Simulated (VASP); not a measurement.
Runs of VASP 6.6.1 on Zn. The structure is hexagonal, space group P6_3/mmc (No. 194). The conventional cell has a = 2.670 Å, b = 2.670 Å, c = 4.966 Å, α = 90.00°, β = 90.00°, γ = 120.00°. Zn (site symmetry -6m2) has 12 Zn at 2.67 to 2.92 Å as nearest neighbours. 

```csv
level,potentials or basis,gap on the mesh (eV),pressure (GPa),relaxed volume (Å³/atom)
r2SCAN,"VASP PAW PBE potentials, release 64 (Zn)",none,0.0,14.66
RPBE,"VASP PAW PBE potentials, release 64 (Zn)",none,0.0,(a)
LDA,"VASP PAW LDA potentials, release 64 (Zn)",none,-0.1,13.73
PBEsol,"VASP PAW PBE potentials, release 64 (Zn)",none,0.0,14.27
PBE,"VASP PAW PBE potentials, release 64 (Zn)",none,0.0,15.38
AM05,"VASP PAW PBE potentials, release 64 (Zn)",none,0.0,(b)
PBE+D3(BJ),"VASP PAW PBE potentials, release 64 (Zn)",none,-0.1,14.30
```

Alike in all rows: task relaxation of cell and atoms; no spin polarisation; cell relaxed; k mesh 18 × 18 × 8; cutoff (eV) 600; smearing methfessel-paxton 0.1 eV.

Task: Fill in the values left out.

Result: (a) 16.10; (b) 14.17.

Caveats: the PAW data sets were made with another functional, which shifts forces and pressure a little (some runs); the volume moved by -10 % from the deposited cell, more than functionals usually miss (some runs); pairwise dispersion overbinds metals, which lowers pressure and volume (some runs).

A k mesh can miss the band edges.

A gap of «none» marks a metal or a gap under the smearing width.

Not every run made on this cell is shown here.
